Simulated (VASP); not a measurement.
Input:

```yaml
crystal:
  lattice:
    - [0.00000, 3.02858, 3.02858]
    - [3.02858, 0.00000, 3.02858]
    - [3.02858, 3.02858, 0.00000]
  atoms:
    - { symbol: Cd, position: [0.00000, 0.00000, 0.00000] }
    - { symbol: Se, position: [0.25000, 0.25000, 0.25000] }
```

The numbers are results of optB88-vdW, VASP's PBE PAW potentials (set 64) (plane waves; VASP 6.6.1), not measurements. Run with 520 eV cut-off, 7×7×7 Γ-centred mesh, Gaussian smearing of 0.050 eV, potentials Cd Se.

Problem. Give the stress tensor in GPa (positive for a compressed cell).

Solution. 
```
3.40  0.00  0.00
0.00  3.40  0.00
0.00  0.00  3.40
```
The pressure is its mean diagonal, 3.40 GPa.

The compound is CdSe in the zinc blende structure, whereas wurtzite is the usual form. This cell is one point of a volume scan, at 0.94 of the reference volume.
